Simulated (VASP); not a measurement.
Level of theory: PBE GGA, VASP's PBE PAW potentials (set 64) (plane waves; VASP).

A VASP calculation is set up with these files.

INCAR:
```
SYSTEM  =  VC31Si31
PREC  =  Normal; ENCUT  =  400; LREAL  =  Auto
LASPH  =  T; ISYM  =  0; NELECT  =  260.0
EDIFF  =  1E-6; NELM  =  100; NELMIN  =  4
ALGO  =  Fast; LMAXMIX  =  4
ISMEAR  =  0; SIGMA  =  0.05
GGA  =  PE
ISPIN  =  2; MAGMOM  =  63*0.0317; NUPDOWN  =  2
LWAVE  =  T; LCHARG  =  F; LORBIT  =  11
LHYPERFINE  =  T
```

### POSCAR
```
VC31Si31
1
    8.7583314356     0.0000000000     0.0000000000
    0.0000000000     8.7583314356     0.0000000000
    0.0000000000     0.0000000000     8.7583314356
Si C V
31 31 1
Direct
  0.4988763324   0.0003310104   0.0006687586
  0.7497429047   0.2500895665   0.0004673683
  0.7500553961   0.9990092582   0.2503990370
  0.9998263895   0.9999839617   0.0005849336
  0.2494699104   0.2481820505   0.0003417155
  0.4998059434   0.4999833305   0.9994168919
  0.7515809023   0.7503152313   0.0003602378
  0.2487751450   0.9990066412   0.2487926194
  0.4943635364   0.2443073656   0.2471825570
  0.7554135485   0.5055303566   0.2471157137
  0.4993093030   0.9982951205   0.5008730186
  0.7594271406   0.2403244914   0.5083102100
  0.7514703984   0.9990452998   0.7518599033
  0.9994239594   0.5008403736   0.0006590191
  0.2500345984   0.7496732966   0.9994126594
  0.0006953468   0.2497305398   0.2504514615
  0.2472627449   0.4999139085   0.2497622749
  0.4997819230   0.7526486985   0.2497663977
  0.0001452893   0.9996235772   0.5021844205
  0.2498633546   0.2492245115   0.5006339449
  0.7505839608   0.7499522393   0.5006546834
  0.2500323067   0.0002430204   0.7508970498
  0.4995590056   0.2500843706   0.7507692550
  0.7497844408   0.5001719573   0.7507251164
  0.0008007789   0.7509081175   0.2488314754
  0.0014809097   0.5004382927   0.5008626075
  0.2491051830   0.7506001084   0.5037104131
  0.0007866367   0.2482646327   0.7518557955
  0.2512438145   0.5011855482   0.7491838793
  0.4986468431   0.7484844769   0.7491103719
  0.9995507862   0.7497975225   0.7509562968
  0.6254452638   0.1259289882   0.1271201023
  0.8737993109   0.3743725849   0.1271333721
  0.8751655593   0.1245583930   0.3742204799
  0.1244252894   0.1248054066   0.1254436001
  0.3754640800   0.3765460138   0.1264361006
  0.6231438155   0.6244020443   0.1264452115
  0.8750576383   0.8752663479   0.1254509349
  0.3747253168   0.1235182343   0.3763416460
  0.8762654249   0.6250528426   0.3763532661
  0.6236011793   0.1247324371   0.6249784890
  0.8750885015   0.3760604092   0.6250085573
  0.8747864104   0.1250424935   0.8762662302
  0.1242875566   0.6251978226   0.1243540048
  0.3744425636   0.8755068537   0.1243246281
  0.1249214891   0.3745179977   0.3757458707
  0.3688015877   0.6309939727   0.3707627751
  0.6252606063   0.8748714838   0.3757503227
  0.1243221971   0.1247853910   0.6259266875
  0.3734232042   0.3718826107   0.6273241671
  0.6280184982   0.6263467270   0.6272934653
  0.8750461194   0.8754905569   0.6259615144
  0.3751910963   0.1248479736   0.8762498087
  0.6250526239   0.3747533718   0.8755038458
  0.8749659224   0.6246151634   0.8763033834
  0.1240085998   0.8757290690   0.3765110585
  0.1242083684   0.6251488937   0.6261092409
  0.3746735932   0.8755124593   0.6260766216
  0.1245168143   0.3757132003   0.8764383323
  0.3752462228   0.6245856714   0.8751894805
  0.6240275524   0.8752356042   0.8764667357
  0.1245313265   0.8752549097   0.8757510317
  0.5023985347   0.4972661956   0.4855169483
```

KPOINTS:
```
Automatic mesh
0
Gamma
1 1 1
0 0 0
```

POTCAR, in this order: Si C V_sv (PBE.64 set). Program: vasp_gam. Read from the step before: WAVECAR.

The resulting files:

File OSZICAR:
```
       N       E                     dE             d eps       ncg     rms          rms(c)
DAV:   1    -0.477701328460E+03   -0.47770E+03   -0.15586E-05   728   0.112E-02    0.160E-02
RMM:   2    -0.477701336030E+03   -0.75696E-05   -0.29864E-05   653   0.110E-02    0.367E-02
RMM:   3    -0.477701325970E+03    0.10060E-04   -0.94096E-06   564   0.783E-03    0.259E-03
RMM:   4    -0.477701325993E+03   -0.23781E-07   -0.10239E-06   451   0.174E-03
   1 F= -.47770133E+03 E0= -.47770132E+03  d E =-.517707E-05  mag=     2.0000
```

### OUTCAR
```
------------------------ aborting loop because EDIFF is reached ----------------------------------------
  FORCE on cell =-STRESS in cart. coord.  units (eV):
  Direction    XX          YY          ZZ          XY          YZ          ZX
  --------------------------------------------------------------------------------------
  Total      -13.7163944    -13.7345685    -16.6278064     -1.3021038      0.8390398     -0.8687738
  in kB      -32.7104426    -32.7537836    -39.6534898     -3.1052178      2.0009167     -2.0718254
  external PRESSURE =     -35.0392387 kB  Pullay stress =       0.0000000 kB
  volume of cell :      671.84
      direct lattice vectors                 reciprocal lattice vectors
     8.758331436  0.000000000  0.000000000     0.114176999  0.000000000  0.000000000
     0.000000000  8.758331436  0.000000000     0.000000000  0.114176999  0.000000000
     0.000000000  0.000000000  8.758331436     0.000000000  0.000000000  0.114176999
 POSITION                                       TOTAL-FORCE (eV/Angst)
 -----------------------------------------------------------------------------------
      4.36932      0.00290      0.00586        -0.001149      0.009648      0.003095
      6.56650      2.19037      0.00409        -0.000205     -0.008557      0.005448
      6.56923      8.74965      2.19308        -0.006474      0.014221     -0.007118
      8.75681      8.75819      0.00512        -0.003801     -0.000777     -0.008260
      2.18494      2.17366      0.00299         0.011109      0.000541     -0.003786
      4.37747      4.37902      8.75322         0.009556     -0.006596     -0.015632
      6.58259      6.57151      0.00316         0.002809     -0.011082     -0.008686
      2.17886      8.74963      2.17901         0.010566      0.010479      0.004325
      4.32980      2.13972      2.16491         0.004189      0.013657     -0.012855
      6.61616      4.42760      2.16432        -0.007433     -0.009290     -0.007507
      4.37312      8.74340      4.38681         0.009420      0.011558     -0.005337
      6.65131      2.10484      4.45195        -0.008841      0.008651     -0.001754
      6.58163      8.74997      6.58504         0.002499      0.009454      0.004573
      8.75329      4.38653      0.00577        -0.004526      0.004780      0.007009
      2.18989      6.56589      8.75319         0.005330      0.000988      0.013541
      0.00609      2.18722      2.19354        -0.008736      0.013495     -0.011318
      2.16561      4.37841      2.18750         0.011256     -0.000270     -0.000598
      4.37726      6.59195      2.18754         0.006137     -0.023352      0.000883
      0.00127      8.75503      4.39830        -0.003388      0.005597     -0.004650
      2.18839      2.18279      4.38472         0.010591      0.007117      0.006938
      6.57386      6.56833      4.38490        -0.006332     -0.011537      0.004241
      2.18987      0.00213      6.57661         0.002255      0.007001      0.004601
      4.37530      2.19032      6.57549         0.005855     -0.003352      0.006201
      6.56686      4.38067      6.57510        -0.001384      0.004769      0.013695
      0.00701      6.57670      2.17935        -0.009238     -0.005838     -0.004913
      0.01297      4.38300      4.38672        -0.013243     -0.007426      0.001695
      2.18175      6.57400      4.41166         0.016643     -0.008314      0.001659
      0.00689      2.17438      6.58500        -0.010219     -0.000206      0.001975
      2.20048      4.38955      6.56160        -0.000319      0.000013      0.013589
      4.36731      6.55548      6.56096         0.000927      0.001366      0.016384
      8.75440      6.56698      6.57712        -0.010150     -0.003790      0.000598
      5.47786      1.10293      1.11336        -0.002884      0.002355      0.005818
      7.65302      3.27888      1.11348        -0.001620      0.002546      0.008803
      7.66499      1.09092      3.27755         0.000783      0.000442      0.008140
      1.08976      1.09309      1.09868        -0.001977     -0.011124      0.003531
      3.28844      3.29791      1.10737        -0.002396     -0.000254     -0.001887
      5.45770      5.46872      1.10745         0.001313      0.001150     -0.003333
      7.66404      7.66587      1.09874         0.004174      0.009450      0.003620
      3.28197      1.08181      3.29612        -0.006505     -0.000756     -0.000788
      7.67462      5.47442      3.29623        -0.005063      0.002310      0.000960
      5.46171      1.09245      5.47377         0.002609      0.000551     -0.004807
      7.66432      3.29366      5.47403         0.000017      0.007189     -0.013980
      7.66167      1.09516      7.67463         0.010155     -0.017202      0.001693
      1.08855      5.47569      1.08913        -0.002839      0.003681      0.008128
      3.27949      7.66798      1.08888        -0.001210      0.004020      0.011086
      1.09410      3.28015      3.29091         0.002724     -0.013313     -0.001559
      3.23009      5.52645      3.24726        -0.001355     -0.000844      0.000051
      5.47624      7.66241      3.29095         0.011790     -0.002894     -0.000551
      1.08886      1.09291      5.48207        -0.001844     -0.015250     -0.011601
      3.27056      3.25707      5.49431        -0.011156      0.001717      0.006875
      5.50039      5.48575      5.49404        -0.011159      0.002875      0.003538
      7.66394      7.66784      5.48238         0.003037      0.004905     -0.009948
      3.28605      1.09346      7.67449        -0.014065     -0.015393      0.003567
      5.47442      3.28221      7.66795         0.005427     -0.007225     -0.015584
      7.66324      5.47059      7.67496         0.010929      0.006285     -0.003229
      1.08611      7.66993      3.29761         0.007062     -0.002496     -0.001410
      1.08786      5.47526      5.48367        -0.000480      0.002270     -0.005312
      3.28152      7.66803      5.48339        -0.012240      0.001370     -0.005177
      1.09056      3.29062      7.67614         0.000684      0.003869     -0.003593
      3.28653      5.47033      7.66520        -0.018292      0.006778     -0.005696
      5.46544      7.66560      7.67639         0.000531      0.003696     -0.007597
      1.09069      7.66577      7.67012         0.005712     -0.001550     -0.013458
      4.40017      4.35522      4.25232         0.014432     -0.002103      0.025664
 -----------------------------------------------------------------------------------
    total drift:                               -0.029869      0.003091      0.084691
  FREE ENERGIE OF THE ION-ELECTRON SYSTEM (eV)
  ---------------------------------------------------
  free  energy   TOTEN  =      -477.7013259934 eV

  energy  without entropy=     -477.7013208163  energy(sigma->0) =     -477.70132340

 total charge

# of ion       s       p       d       tot
------------------------------------------
    1        0.699   0.956   0.000   1.655
    2        0.697   0.959   0.000   1.656
    3        0.697   0.961   0.000   1.658
    4        0.696   0.961   0.000   1.657
    5        0.699   0.951   0.000   1.651
    6        0.697   0.963   0.000   1.659
    7        0.699   0.951   0.000   1.651
    8        0.700   0.954   0.000   1.653
    9        0.723   0.908   0.000   1.630
   10        0.723   0.908   0.000   1.630
   11        0.697   0.964   0.000   1.660
   12        0.727   0.916   0.000   1.643
   13        0.699   0.950   0.000   1.649
   14        0.699   0.956   0.000   1.655
   15        0.697   0.958   0.000   1.654
   16        0.697   0.961   0.000   1.658
   17        0.698   0.960   0.000   1.658
   18        0.698   0.960   0.000   1.658
   19        0.698   0.958   0.000   1.656
   20        0.696   0.956   0.000   1.652
   21        0.696   0.957   0.000   1.652
...
```
(Selected blocks of OUTCAR.)

At this cut-off the stress carries a Pulay error, which pulls relaxed volumes low. The cell is charged, with a uniform compensating background.  The supercell is sampled at Γ alone, which is coarse: total energies, pressure and levels can be off, energies of defects by several tenths of an eV.

The cell is a supercell with a defect, built from SiC (zinc blende): V_Si-vac_C, charge +1.
